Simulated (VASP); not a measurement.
Here is the system:

```
CELL_PARAMETERS angstrom
     -1.64372     1.64372     4.02309
      1.64372    -1.64372     4.02309
      1.64372     1.64372    -4.02309
ATOMIC_POSITIONS crystal
  Pt 0.00000 0.00000 0.00000
  Ir 0.33530 0.33530 0.00000
  Ir 0.66470 0.66470 0.00000
```

Method: PBE GGA, VASP's PBE PAW potentials (set 64) (plane waves; VASP). Numerical set-up: 300 eV cut-off, 9×9×9 Γ-centred mesh, Gaussian smearing of 0.10 eV, potentials Pt Ir.

At this cut-off the stress carries a Pulay error, which pulls relaxed volumes low. Energy and stress use the plane-wave basis of the starting cell.

**Question.** The ions, cell shape and volume are relaxed. Give the cell that the relaxation ends in.

**Answer.** 
```
CELL_PARAMETERS angstrom
     -1.67922     1.67922     4.03566
      1.67922    -1.67922     4.03566
      1.67922     1.67922    -4.03566
ATOMIC_POSITIONS crystal
  Pt 0.00000 0.00000 0.00000
  Ir 0.32953 0.32953 0.00000
  Ir 0.67047 0.67047 0.00000
```
Space group I4/mmm (139), at a tolerance of 0.03 Å.

**Question.** How do energy and volume change from the first to the last step?

**Answer.** The energy (σ→0) changes by -43.1 meV/atom and the volume by +4.7 %, in 11 ionic steps.

```csv
step,E(σ→0) (eV),max force (eV/Å),pressure (GPa),volume (Å³)
1,-23.0067,0.718,14.46,43.48
2,-22.4488,0.304,-28.28,52.22
3,-23.1104,0.509,-2.14,45.75
4,-23.1108,0.517,-1.41,45.63
5,-23.1277,0.074,0.72,45.48
6,-23.1312,0.216,0.02,45.52
7,-23.1355,0.078,0.04,45.51
8,-23.1361,0.000,0.12,45.50
9,-23.1361,0.005,0.13,45.50
10,-23.1361,0.005,-0.37,45.57
11,-23.1361,0.003,0.01,45.52
```

The structure was generated: Ir2Pt was put into an ordered model structure, which need not be its known phase. This run relaxes it. Symmetry was kept, so distortions that lower it aren't found. The run is one of a series of settings (EDIFFG = -0.01, IBRION = 2, ISIF = 3, NSW = 50 against the base run), some of them coarse on purpose.
